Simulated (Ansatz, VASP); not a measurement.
# GaN: VASP beside Ansatz

One calculation is typed for both programs; each brings its own data sets. How far apart do they land? The cell is taken from a series of runs on this material, whose earlier steps may have relaxed, scaled, displaced or heated it; both programs get it as it stands.

Main program and level: Ansatz 0.2.0; plane waves, with VASP 6.6.1 beside it; relaxation of cell and atoms at RPBE and zone-centre phonons at RPBE.

### Step 1. The starting structure

The structure is hexagonal, space group P6_3mc (No. 186). The conventional cell has a = 3.242 Å, b = 3.242 Å, c = 5.278 Å, α = 90.00°, β = 90.00°, γ = 120.00°. Nearest to Ga lie 4 N at 1.98 to 1.99 Å. Nearest to N lie 4 Ga at 1.98 to 1.99 Å. Farther neighbours and most contacts between anions are not listed.

### Step 2. VASP: relaxation of cell and atoms, RPBE

The relaxed volume is the usual yardstick between codes: in a stiff, nearly cubic crystal its relative difference is about their pressure difference at one cell divided by the bulk modulus.

Lines of VASP's logs that name or quote its potential files are left out, and so is its time.

Contents of INCAR:

```
SYSTEM = GaN
PREC = Accurate
ENCUT = 600
EDIFF = 1E-07
NELM = 120
ISMEAR = 0
SIGMA = 0.02
LREAL = .FALSE.
ALGO = Normal
GGA = RP
NBANDS = 24
LORBIT = 11
LWAVE = .FALSE.
LCHARG = .FALSE.
ISIF = 3
IBRION = 2
NSW = 80
EDIFFG = -0.005
LASPH = .TRUE.
GGA_COMPAT = .FALSE.
NELMIN = 4
EFERMI = MIDGAP
KPAR = 2
```

Contents of POSCAR:

```
GaN
1.0
    3.2422620000      0.0000000000      0.0000000000
   -1.6211310000      2.8078810000      0.0000000000
    0.0000000000      0.0000000000      5.2781460000
Ga N
2 2
Direct
    0.3333333927      0.6666667854      0.9989625145
    0.6666666073      0.3333332146      0.4989625145
    0.3333333927      0.6666667854      0.3760375329
    0.6666666073      0.3333332146      0.8760373434
```

Contents of KPOINTS:

```
Automatic mesh
0
Gamma
9 9 6
0 0 0
```

PAW data sets: Ga_d and N (PBE family, release 64).

Command:

```
$ mpirun -np 2 vasp_std
```

Numbers of over 12 decimals in the logs are rounded to 6 here.

The program printed:

```text
[banner, memory and clock lines left out]
running    2 mpi-ranks, on    1 nodes
 distrk:  each k-point on    1 cores,    2 groups
 distr:  one band on    1 cores,    1 groups

 POSCAR found type information on POSCAR GaN
 POSCAR found :  2 types and       4 ions
|                                                                             |
|               ----> ADVICE to this user running VASP <----                  |
|                                                                             |
|     You enforced a specific xc type in the INCAR file but a different       |
|     [... a line on the potential file left out ...]
|     I HOPE YOU KNOW WHAT YOU ARE DOING!                                     |
|                                                                             |

 LDA part: xc-table for (Slater+PW92), standard interpolation
 POSCAR, INCAR and KPOINTS ok, starting setup
 FFT: planning ... GRIDC
 FFT: planning ... GRID_SOFT
 FFT: planning ... GRID
 WAVECAR not read
 entering main loop
       N       E                     dE             d eps       ncg     rms          rms(c)
DAV:   1     0.296000980322E+03    0.29600E+03   -0.19711E+04  2432   0.301E+03
DAV:   2     0.105558607420E+02   -0.28545E+03   -0.27254E+03  2536   0.557E+02
DAV:   3    -0.253482014106E+02   -0.35904E+02   -0.35550E+02  2816   0.153E+02
DAV:   4    -0.264747697083E+02   -0.11266E+01   -0.11247E+01  2904   0.307E+01
DAV:   5    -0.264955001688E+02   -0.20730E-01   -0.20727E-01  2800   0.357E+00    0.107E+01
DAV:   6    -0.225731853760E+02    0.39223E+01   -0.12389E+01  3896   0.508E+01    0.307E+00
DAV:   7    -0.226957085059E+02   -0.12252E+00   -0.15336E+00  2448   0.106E+01    0.270E+00
DAV:   8    -0.227100332269E+02   -0.14325E-01   -0.18969E-01  3392   0.650E+00    0.803E-01
DAV:   9    -0.226931192282E+02    0.16914E-01   -0.76646E-02  3976   0.464E+00    0.373E-01
DAV:  10    -0.226943209404E+02   -0.12017E-02   -0.52967E-03  2536   0.720E-01    0.130E-01
DAV:  11    -0.226943105922E+02    0.10348E-04   -0.19962E-03  3352   0.732E-01    0.551E-02
DAV:  12    -0.226943277229E+02   -0.17131E-04   -0.20365E-04  2456   0.106E-01    0.426E-02
DAV:  13    -0.226943407961E+02   -0.13073E-04   -0.17988E-04  3456   0.145E-01    0.437E-02
DAV:  14    -0.226943352345E+02    0.55616E-05   -0.28174E-05  2864   0.466E-02    0.189E-02
DAV:  15    -0.226943349469E+02    0.28758E-06   -0.29913E-06  3080   0.114E-02    0.120E-02
DAV:  16    -0.226943350421E+02   -0.95160E-07   -0.78696E-07  2608   0.729E-03
   1 F= -.22694335E+02 E0= -.22694335E+02  d E =-.226943E+02
 curvature:   0.00 expect dE= 0.000E+00 dE for cont linesearch  0.000E+00
 trial: gam= 0.00000 g(F)=  0.889E-05 g(S)=  0.856E-04 ort = 0.000E+00 (trialstep = 0.100E+01)
 search vector abs. value=  0.945E-04
 bond charge predicted
       N       E                     dE             d eps       ncg     rms          rms(c)
DAV:   1    -0.226951191194E+02   -0.78417E-03   -0.13092E-02  2864   0.234E+00    0.176E-01
DAV:   2    -0.226945335580E+02    0.58556E-03   -0.17116E-03  2984   0.925E-01    0.845E-02
DAV:   3    -0.226943580033E+02    0.17555E-03   -0.37359E-04  3584   0.424E-01    0.175E-02
DAV:   4    -0.226943553432E+02    0.26600E-05   -0.83727E-05  2344   0.732E-02    0.140E-02
DAV:   5    -0.226943493173E+02    0.60260E-05   -0.37394E-06  3472   0.195E-02    0.750E-03
DAV:   6    -0.226943459506E+02    0.33667E-05   -0.44597E-06  3072   0.272E-02    0.680E-04
DAV:   7    -0.226943459574E+02   -0.68585E-08   -0.18836E-07  1920   0.517E-03
   2 F= -.22694346E+02 E0= -.22694346E+02  d E =-.109154E-04
 trial-energy change:   -0.000011  1 .order   -0.000011   -0.000094    0.000072
 step:   0.5663(harm=  0.5663)  dis= 0.00019  next Energy=   -22.694362 (dE=-0.267E-04)
 bond charge predicted
       N       E                     dE             d eps       ncg     rms          rms(c)
DAV:   1    -0.226945031304E+02   -0.15718E-03   -0.24577E-03  2888   0.101E+00    0.763E-02
DAV:   2    -0.226943936556E+02    0.10947E-03   -0.32172E-04  2960   0.401E-01    0.366E-02
DAV:   3    -0.226943616162E+02    0.32039E-04   -0.69903E-05  3600   0.182E-01    0.762E-03
DAV:   4    -0.226943611143E+02    0.50185E-06   -0.15469E-05  2312   0.315E-02    0.607E-03
DAV:   5    -0.226943598756E+02    0.12387E-05   -0.70288E-07  3040   0.858E-03    0.316E-03
DAV:   6    -0.226943592604E+02    0.61516E-06   -0.88539E-07  2736   0.120E-02    0.292E-04
DAV:   7    -0.226943592656E+02   -0.51459E-08   -0.38256E-08  1256   0.248E-03
   3 F= -.22694359E+02 E0= -.22694359E+02  d E =-.242235E-04
 curvature:  -0.28 expect dE=-0.181E-05 dE for cont linesearch -0.194E-06
 trial: gam=-0.01763 g(F)=  0.365E-05 g(S)=  0.273E-05 ort = 0.804E-05 (trialstep = 0.913E+00)
 search vector abs. value=  0.612E-05
 reached required accuracy - stopping structural energy minimisation
```

OUTCAR, selected parts (step 2):

```text
ion  position               nearest neighbor table
   1  0.333  0.667  0.999-   4 1.98   4 1.98   4 1.98   3 1.99
   2  0.667  0.333  0.499-   3 1.98   3 1.98   3 1.98   4 1.99
   3  0.333  0.667  0.376-   2 1.98   2 1.98   2 1.98   1 1.99
   4  0.667  0.333  0.876-   1 1.98   1 1.98   1 1.98   2 1.99

  LATTYP: Found a hexagonal cell.
 ALAT       =     3.2422620000
 C/A-ratio  =     1.6279208775

 Subroutine GETGRP returns: Found 12 space group operations
 (whereof  6 operations were pure point group operations)

The static configuration has the point symmetry C_3v.
 The point group associated with its full space group is C_6v.

 Found     48 irreducible k-points:

   k-points           NKPTS =     48   k-points in BZ     NKDIM =     48   number of bands    NBANDS=     24

   dimension x,y,z NGX =    28 NGY =   28 NGZ =   42
   dimension x,y,z NGXF=    56 NGYF=   56 NGZF=   84

   ENCUT  =  600.0 eV  44.10 Ry    6.64 a.u.   6.48  6.48 10.54*2*pi/ulx,y,z

   NELECT =      36.0000    total number of electrons

 k-points in reciprocal lattice and weights: Automatic mesh
   0.00000000  0.00000000  0.00000000       0.002
   0.11111111 -0.00000000  0.00000000       0.012
   0.22222222 -0.00000000  0.00000000       0.012
   0.33333333 -0.00000000  0.00000000       0.012
   0.44444444 -0.00000000  0.00000000       0.012
   0.11111111  0.11111111  0.00000000       0.012
   0.22222222  0.11111111  0.00000000       0.025
   0.33333333  0.11111111  0.00000000       0.025
   0.44444444  0.11111111  0.00000000       0.012
[...]
0.33333333  0.22222222  0.50000000       0.025
   0.33333333  0.33333333  0.50000000       0.004

 average (electrostatic) potential at core
       1 -64.1042       2 -64.1043       3 -62.5669       4 -62.5669

 E-fermi :   5.7259

 k-point     1 :       0.0000    0.0000    0.0000
  band No.  band energies     occupation
    ...
     14       3.9453      2.00000
     15       3.9453      2.00000
     16       4.8858      2.00000
     17       4.9118      2.00000
     18       4.9118      2.00000
     19       6.5401      0.00000
     20       8.9044      0.00000
     21      13.9220      0.00000
     22      14.5808      0.00000
     23      14.5808      0.00000
    ...

 k-point     2 :       0.1111   -0.0000    0.0000
  band No.  band energies     occupation
    ...
     14       3.1142      2.00000
     15       3.7137      2.00000
     16       3.9115      2.00000
     17       4.7723      2.00000
     18       4.8084      2.00000
     19       7.4652      0.00000
     20       9.6082      0.00000
     21      13.5371      0.00000
     22      13.9424      0.00000
     23      14.8694      0.00000
    ...

 k-point     3 :       0.2222   -0.0000    0.0000
  band No.  band energies     occupation
    ...
     14       1.5181      2.00000
     15       2.4438      2.00000
     16       3.2002      2.00000
     17       4.4003      2.00000
     18       4.5294      2.00000
     19       8.6894      0.00000
     20      10.5479      0.00000
     21      12.4020      0.00000
     22      13.4000      0.00000
     23      14.8170      0.00000
    ...

  Total       -0.0069736     -0.0069736      0.0113501      0.0000000      0.0000000      0.0000000
  in kB       -0.2322951     -0.2322951      0.3780813      0.0000000      0.0000000      0.0000000
  external PRESSURE =      -0.0288363 kB  Pullay stress =       0.0000000 kB

  energy-cutoff  :      600.00
  volume of cell :       48.10
      direct lattice vectors                 reciprocal lattice vectors
     3.243112960  0.000000000 -0.000000000     0.308345720  0.178023501 -0.000000000
    -1.621556480  2.808617953  0.000000000    -0.000000000  0.356047001 -0.000000000
     0.000000000  0.000000000  5.280466057     0.000000000  0.000000000  0.189377223

 POSITION                                       TOTAL-FORCE (eV/Angst)
 -----------------------------------------------------------------------------------
      0.00000      1.87241      5.27517        -0.000000      0.000000      0.004349
      1.62156      0.93621      2.63494         0.000000      0.000000      0.004349
      0.00000      1.87241      1.98547         0.000000     -0.000000     -0.004349
      1.62156      0.93621      4.62570        -0.000000     -0.000000     -0.004349
 -----------------------------------------------------------------------------------
    total drift:                                0.000000      0.000001      0.000973

  FREE ENERGIE OF THE ION-ELECTRON SYSTEM (eV)
  ---------------------------------------------------
  free  energy   TOTEN  =       -22.6943592656 eV

  energy  without entropy=      -22.6943592656  energy(sigma->0) =      -22.69435927

 reached required accuracy - stopping structural energy minimisation

 total charge
# of ion       s       p       d       tot
------------------------------------------
    1        0.778   0.842  10.151  11.771
    2        0.778   0.842  10.151  11.771
    3        1.229   2.481   0.000   3.710
    4        1.229   2.481   0.000   3.710
--------------------------------------------------
tot          4.015   6.645  20.302  30.962

[... 3 further parts left out ...]
```

CONTCAR:

```
GaN
   1.00000000000000
     3.2431129600819668    0.0000000000000000   -0.0000000000000000
    -1.6215564800409834    2.8086179528456632    0.0000000000000000
     0.0000000000000000    0.0000000000000000    5.2804660567712718
  Ga              N
     2     2
Direct
     0.3333333926999984    0.6666667853999968    0.9989976719607069
     0.6666666073000016    0.3333332146000032    0.4989976719607069
     0.3333333926999984    0.6666667853999968    0.3760023754392935
     0.6666666073000016    0.3333332146000032    0.8760021859392938
```

### Step 3. Ansatz: relaxation of cell and atoms, RPBE

Ansatz runs on its default PAW (the set named soft_2) files.

The same cell, functional, mesh and smearing now go to Ansatz, which takes its cutoff from its data sets.

Contents of input.yaml:

```yaml
crystal:
  lattice:
    - [3.2422615046, 0.0, 0.0]
    - [-1.6211307523, 2.8078808287, 0.0]
    - [0.0, 0.0, 5.2781456089]
  atoms:
    - { symbol: Ga, position: [0.3333333333, 0.6666666667, -0.0010374846] }
    - { symbol: Ga, position: [0.6666666667, 0.3333333333, 0.4989625154] }
    - { symbol: "N", position: [0.3333333333, 0.6666666667, 0.3760374846] }
    - { symbol: "N", position: [0.6666666667, 0.3333333333, 0.8760374846] }
kpoints:
  mp_grid: { grid: [9, 9, 6] }
hamiltonian:
  xc: rpbe
scf:
  occupations: { method: gaussian, width: 0.02 }
output:
  forces: true
  stress: true
  eigenvalues: true
  write_density: true
  write_potential: true
  elf: true
  volumetric_format: npy
relax:
  adjacent_minimum: "off"
  f_tol: 0.005
  max_steps: 80
  cell: { stress_tol: 0.05 }
```

Command:

```
$ ansatz run input.yaml --threads 8 --pin off --max-ram 14336MiB --backend cpu --events-out ev --progress --plain --runs-dir out
```

The program printed:

```text
Engine: ansatz 0.2.0, aarch64-unknown-linux-gnu
Pseudopotentials: kind: paw
Pseudopotential: Ga, paw, valence charge 13, recommended cutoff 420 eV (normal), Ga.paw.azcp
Pseudopotential: N, paw, valence charge 5, recommended cutoff 420 eV (normal), N.paw.azcp
Functional definition: RPBE
  parameter kappa = 0.804
  parameter beta = 0.066725
  exchange = rpbe_x(kappa = kappa, mu = beta*pi^2/3)
  correlation = pbe_c(beta = beta)
Crystal: 4 atoms, lattice volume = 48.052 Å³
Basis set: ecut = 420 eV, 941 PW (Γ), exchange–correlation on 48×48×72 points (8 copies of the dense FFT grid, shifted against one another)
Bands: 22, of which v1, the nominal top of the filled ones, is band 18 counted from 1 (17 counted from 0)
Symmetry: 12 space group operations
Space group: P63mc (ITA 186), of the structure as read, at distance tolerance 3.6e-5 Å
k-points: 48 of 486 (time reversal used)
Non-local potential: Ga, projectors of the file, l = 0: 2, l = 1: 2, l = 2: 3, l = 3: 1
Non-local potential: N, projectors of the file, l = 0: 2, l = 1: 2, l = 2: 1
PAW form: soft (Blöchl's): semilocal exchange-correlation on the pseudo side does not see the compensation charge
PAW frozen core: Ga, regenerated for the run's functional, and the local potential with it (the file was generated under x = pbe(κ = 0.804, μ = 0.219515), c = pbe(β = 0.066725))
PAW frozen core: N, regenerated for the run's functional, and the local potential with it (the file was generated under x = pbe(κ = 0.804, μ = 0.219515), c = pbe(β = 0.066725))
PAW one-centre angular grid: Ga, 590 points (default); XC on 64 Gauss nodes
PAW one-centre angular grid: N, 110 points (default); XC on 64 Gauss nodes
Initial density: superposition of atomic densities (neutral atoms: chi_scale 0, normalization atom), corrected by the library's trained network
Initial wavefunctions: pseudopotential atomic-orbital guess
Functional: x = rpbe, c = pbe(β = 0.066725)
SCF iter   1: F=—  HF=-8349.916867 eV  |F-HF|=—  |Δ(HF+E_count)|=         —  Δρ=3.72e-3  dr2=3.28e-3  ethr=1.77e-3  ⟨swp⟩=5.6  Hψ=4353  notcnv=0
preconditioner: auto → Resta (q_TF=auto, 2.600 Å⁻¹)  ε∞=4.9  [insulator: Δε(μ)=1.629 eV  Ē_g=16.335 eV  σ=0.020 eV  W_gap=1.00  n_scr=22 (ndim 8)  ℏωp=32.1 eV  f_vac=0.011  D(μ)=0.00/eV (n_scr^D=0)  ε∞_Penn≈4.9]
SCF iter   2: F=—  HF=-8349.916026 eV  |F-HF|=—  |Δ(HF+E_count)|=   8.41e-4  Δρ=1.54e-3  dr2=7.14e-4  ethr=9.12e-6  ⟨swp⟩=2.0  Hψ=2496  notcnv=0
SCF iter   3: F=—  HF=-8349.916018 eV  |F-HF|=—  |Δ(HF+E_count)|=   8.23e-6  Δρ=9.43e-4  dr2=2.11e-4  ethr=1.98e-6  ⟨swp⟩=2.0  Hψ=1836  notcnv=0
SCF iter   4: F=—  HF=-8349.916068 eV  |F-HF|=—  |Δ(HF+E_count)|=   5.02e-5  Δρ=1.69e-4  dr2=1.90e-5  ethr=5.87e-7  ⟨swp⟩=3.0  Hψ=2047  notcnv=0
SCF iter   5: F=—  HF=-8349.916093 eV  |F-HF|=—  |Δ(HF+E_count)|=   2.52e-5  Δρ=7.42e-5  dr2=2.22e-6  ethr=5.27e-8  ⟨swp⟩=2.0  Hψ=1424  notcnv=0
SCF iter   6: F=-8349.916099 eV  HF=-8349.916099 eV  |F-HF|=1.60e-7  |Δ(HF+E_count)|=   5.61e-6  Δρ=1.19e-5  dr2=7.56e-8  ethr=2.78e-10  ⟨swp⟩=6.9  Hψ=7758  notcnv=0
SCF 1 converged in 6 iterations: F = -8349.916099 eV  dr2 = 7.56e-8
  greatest PAW one-centre occupation: 0.995 electrons in one spin orbital (limit 2), on the Ga atom at site 0 (counted from 0), in its partial waves of l = 2
relax step   1: F+E_penalty+E_count = -8349.91609905 eV  Δ(F+E_penalty+E_count) = +0.000e0 eV  max|allowed force component| = 7.279e-3 eV/Å  Δτ_max = 0.0000 Å  P = +0.333 GPa  Ω = 48.052 Å³  (6 SCF iters, dr2 threshold 1.00e-7 eV, accepted)
[...]
relax step   2: F+E_penalty+E_count = -8349.91602774 eV  Δ(F+E_penalty+E_count) = +7.131e-5 eV  max|allowed force component| = 4.023e-3 eV/Å  Δτ_max = 0.0003 Å  P = +0.128 GPa  Ω = 48.111 Å³  energy of the carried Pulay correction = -1.615e-4 eV  (4 SCF iters, dr2 threshold 3.05e-7 eV, accepted)
[...]
relax step   3: F+E_penalty+E_count = -8349.91593892 eV  Δ(F+E_penalty+E_count) = +8.882e-5 eV  max|allowed force component| = 1.389e-3 eV/Å  Δτ_max = 0.0001 Å  P = -0.004 GPa  Ω = 48.149 Å³  energy of the carried Pulay correction = -2.670e-4 eV  (4 SCF iters, dr2 threshold 5.60e-8 eV, accepted)
[...]
relax step   4: F+E_penalty+E_count = -8349.91622693 eV  Δ(F+E_penalty+E_count) = -2.880e-4 eV  max|allowed force component| = 1.361e-3 eV/Å  Δτ_max = 0.0000 Å  P = +0.003 GPa  Ω = 48.149 Å³  stress off target by 1.14e-2 GPa  SCF on the basis re-selected at this cell (its energy is not comparable with the rows above)  (6 SCF iters)
basis re-selected at this cell: Δ(F+E_penalty+E_count) = -2.880e-4 eV, ΔP = +0.007 GPa vs the last step (what re-selecting the basis moved, of the pressure what is left beyond the Pulay correction that the steps carried, after the strain that the cell walked since its last selection, with what the two solves' SCF thresholds leave and, on support functions, any second-order correction that the steps lacked; it is no m [...]
SCF converged after 6 iterations
Free energy (F): -8349.916227 eV
Harris-Foulkes:  -8349.916227 eV  (|F-HF|=1.82e-12)
Internal energy: -8349.916227 eV  (E = F + TS)
E sigma→0 (E₀):  -8349.916227 eV
Fermi energy:    9.860812 eV
--- Per-component energies (eV) ---
  E_band       = -30.097836
  E_kinetic    = 490.532186
  E_local      = -3985.838984  (includes V_loc(G=0)·N_el)
  E_nonlocal   = 946.906840
  E_hartree    = 1828.573477
  E_xc         = -256.655643
  E_vxc        = -266.200220  (∫ρ·V_xc dr)
  E_paw        = -4254.734565  (= ΣΔE_a)
  E_vpaw       = -872.644789  (= ΣTr[D̂ρ^β])
  E_aug_tail   = 0.000145  (compensation charges beyond the density's cutoff)
  E_ewald      = -3118.414962
  E_core_change = -0.284721  (= ΣΔE_core)
  E_smearing   = -0.000000  (= −TS)
  E_closure    = -0.000000  (closes the sum)
  Σ components = -8349.916227   (vs F -8349.916227, Δ=0.00e0)
--- Forces (eV/Å), atoms counted from 1 ---
  atom   1  Ga     0.00000000    -0.00000000     0.00136020
  atom   2  Ga     0.00000000     0.00000000     0.00136020
  atom   3  N      0.00000000    -0.00000000    -0.00136155
  atom   4  N      0.00000000     0.00000000    -0.00136155
  max |Σ_I F_I| component: 2.69e-6 eV/Å
--- Stress (GPa, compression-positive) ---
       -0.001020       0.000000       0.000000
        0.000000      -0.001020      -0.000000
        0.000000      -0.000000       0.011444
  P = ⅓ Tr σ = 0.0031 GPa (0.031 kbar)
--- Band table (eV; the first three rows and the last of 48) ---
  k-point 0: bands = [... 14 lower, 8.0933, 9.0311, 9.0586, 9.0586, 10.6628, 13.0410, 18.0513, 18.7319]
  k-point 1: bands = [... 14 lower, 8.1548, 8.1953, 8.9903, 8.9903, 11.3842, 13.0948, 17.8600, 18.7661]
  k-point 2: bands = [... 14 lower, 8.3254, 8.3254, 8.8080, 8.8080, 12.3811, 13.1797, 17.4663, 17.8869]
  k-point 47: bands = [... 14 lower, 5.1651, 5.1651, 7.6919, 7.6919, 15.2068, 15.2068, 16.3441, 16.3441]
--- Relaxed structure (3 steps of the walk, 3 accepted, 1 SCFs on fresh bases) ---
  F+E_penalty+E_count = -8349.91622693 eV   max|allowed force component| = 1.361e-3 eV/Å   (the final SCF, on the basis selected at the relaxed cell)
  cell:  # Å, volume = 48.1492 Å³
    - [3.244180, 0.0, 0]
    - [-1.622090, 2.809542, 0]
    - [0, 0, 5.282614]
  atoms:
    - { symbol: Ga, position: [0.333333, 0.666667, -0.000966894] }
    - { symbol: Ga, position: [0.666667, 0.333333, 0.499033] }
    - { symbol: N, position: [0.333333, 0.666667, 0.375967] }
    - { symbol: N, position: [0.666667, 0.333333, 0.875967] }
```

The column dr2 measures how far the density is from self-consistency, as an energy; F and HF (Harris–Foulkes) agree once it is small.

### Step 4. Comparison

Known differences besides the potentials themselves: the cutoff is 420 eV in Ansatz and 600 eV in VASP; Ansatz makes its cores anew for this functional, VASP keeps those of its PBE data sets; Ansatz adds a Pulay correction to the stress that steers its cell, VASP none. Total energies have different zeros and are not compared.

Both answers:

| quantity | Ansatz | VASP | difference |
| --- | --- | --- | --- |
| volume (Å³) | 48.15 | 48.10 | +0.11 % |
| edge a after relaxation, in the typed setting (Å) | 3.244 | 3.243 | +0.03 % |
| edge c after relaxation, in the typed setting (Å) | 5.283 | 5.280 | +0.04 % |

[end of part 1 of 2]

[Lines on the potential files, build, host, timing and source positions are cut from VASP's logs without a mark.]

[Logs are printed without paths, hosts, clocks, repeated set-up lines and the standing remarks that a program may print on its own settings, such as how far it seeks lower states.]

[Hosts, paths, dates, database ids (printed as entryN), source tags and the programs' standing remarks are cut or masked in the printed files.]
